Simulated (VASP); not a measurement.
Here is a VASP 6.6.1 calculation.

File INCAR:

```
SYSTEM = MgH2BrN
ALGO = Normal ; EDIFF = 1E-7
ENCUT = 520 ; GGA = PE
ISIF = 2 ; ISMEAR = 0
LASPH = .True. ; LCHARG = .False.
LREAL = .False. ; LWAVE = .False.
NBANDS = 16 ; NELM = 60
PREC = Accurate ; SIGMA = 0.01
```

KPOINTS

```
k-points
0
Gamma
  1 1 1
  0 0 0
```

The input POSCAR:

```
MgH2BrN
1.0
   13.0000000000      0.0000000000      0.0000000000
    0.0000000000     13.0000000000      0.0000000000
    0.0000000000      0.0000000000     12.0000000000
N Mg Br H
1 1 1 2
Direct
    0.4124576900      0.5605000000      0.4635500000
    0.5136115400      0.4752615400      0.5255583300
    0.6396346200      0.3690615400      0.6027833300
    0.3979730800      0.6341692300      0.4847666700
    0.3623653800      0.5411461500      0.4028833300
```

Potentials or basis: VASP PAW PBE potentials, release 64 (N, Mg, Br, H).

The run is started by

```bash
$ cat potpaw_PBE.64/N/POTCAR potpaw_PBE.64/Mg/POTCAR potpaw_PBE.64/Br/POTCAR potpaw_PBE.64/H/POTCAR > POTCAR
$ mpirun -np 1 vasp_gam > vasp.out
```

Question: Estimate the gap between the frontier levels.

Answer: 3.26 eV.

Question: Predict the largest force.

Answer: 0.352 eV/Å.

Forces on the atoms (eV/Å):
```
N    0.144 -0.117  0.080
Mg   0.081 -0.067  0.044
Br   0.066 -0.057  0.039
H   -0.064  0.331  0.090
H   -0.227 -0.090 -0.253
```
